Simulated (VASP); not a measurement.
# BP (space group P6_3mc): computed properties

All values below come from r2SCAN meta-GGA, VASP's PBE PAW potentials (set 64) (plane waves; VASP).

For BP, the space group is P6_3mc (186). The cell is a = b = 3.1884 Å, c = 5.2890 Å, α = β = 90.00°, γ = 120.00°, the volume per atom is 11.64 Å³/atom and the band gap (over mesh and band path) comes out as 1.21 eV. The smallest direct gap (over mesh and band path) comes out as 2.94 eV and the band-edge character comes out as indirect, Γ to K. The density is 2.98 g/cm³.

```cif
data_B2P2
_chemical_formula_sum 'B2 P2'
_space_group_name_H-M_alt 'P63mc'
_space_group_IT_number 186
_space_group_name_Hall 'P 6c -2c'
_cell_length_a 3.18837
_cell_length_b 3.18837
_cell_length_c 5.28905
_cell_angle_alpha 90.000
_cell_angle_beta 90.000
_cell_angle_gamma 120.000
loop_
_atom_site_label
_atom_site_type_symbol
_atom_site_symmetry_multiplicity
_atom_site_Wyckoff_symbol
_atom_site_fract_x
_atom_site_fract_y
_atom_site_fract_z
_atom_site_occupancy
B1 B 2 b 0.33333 0.66667 0.00037 1
P1 P 2 b 0.33333 0.66667 0.37463 1
```

The structure comes from a computed database's BP entry (P6_3mc); how it stands against other phases isn't given here. It was relaxed first. Symmetry was kept, so distortions that lower it aren't found.
